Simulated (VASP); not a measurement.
Data:

```
CdTe
1.0
    0.00000     3.27276     3.27276
    3.27276     0.00000     3.27276
    3.27276     3.27276     0.00000
Cd Te
1 1
Direct
  0.00000   0.00000   0.00000
  0.25382   0.25382   0.24618
```

Computed with r2SCAN meta-GGA, VASP's PBE PAW potentials (set 64) (plane waves; VASP). Settings: 480 eV cut-off, 6×6×6 Γ-centred mesh, Gaussian smearing of 0.050 eV, potentials Cd Te.

Question: Which forces act on the atoms, in eV/Å?

Answer: 
```csv
atom,Fx,Fy,Fz
Cd1,0.000,0.000,0.105
Te2,0.000,0.000,-0.105
```

Question: Give the stress tensor in GPa (positive for a compressed cell).

Answer: 
```
 0.34  -0.32   0.00
-0.32   0.34   0.00
 0.00   0.00   0.33
```
The pressure is its mean diagonal, 0.34 GPa.

The compound is CdTe in the zinc blende structure. This cell was strained or had an atom moved on purpose.
